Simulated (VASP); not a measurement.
Here is a VASP 6.6.1 calculation.

Contents of INCAR:

```
SYSTEM = RbZnCl3
ALGO = Normal
EDIFF = 1E-7
ENCUT = 520
ISIF = 2
ISMEAR = 0
LASPH = .True.
LCHARG = .False.
LMIXTAU = .True.
LREAL = .False.
LWAVE = .False.
METAGGA = R2SCAN
NBANDS = 29
NELM = 100
PREC = Accurate
SIGMA = 0.01
```

Contents of KPOINTS:

```
k-points
0
Gamma
  6 6 6
  0 0 0
```

POSCAR

```
RbZnCl3
1.0
    4.7405450805      0.0000000000      0.0000000000
    0.0000000000      4.7405450805      0.0000000000
    0.0000000000      0.0000000000      4.7405450805
Rb Zn Cl
1 1 3
Direct
    0.0000000000      0.0000000000      0.0000000000
    0.5000000000      0.5000000000      0.5000000000
    0.5000000000      0.5000000000      0.0000000000
    0.5000000000      0.0000000000      0.5000000000
    0.0000000000      0.5000000000      0.5000000000
```

Potentials or basis: VASP PAW PBE potentials, release 64 (Rb_sv, Zn, Cl).

Launch:

```sh
$ cat potpaw_PBE.64/Rb_sv/POTCAR potpaw_PBE.64/Zn/POTCAR potpaw_PBE.64/Cl/POTCAR > POTCAR
$ mpirun -np 1 vasp_std > vasp.out
```

Problem. Estimate the band gap on the k mesh.

Solution. 2.45 eV, indirect (least direct gap 3.10 eV).

Problem. Predict the pressure.

Solution. 7.0 GPa.

Caveat: the PAW data sets were made with another functional, which shifts forces and pressure a little. A k mesh can miss the band edges.
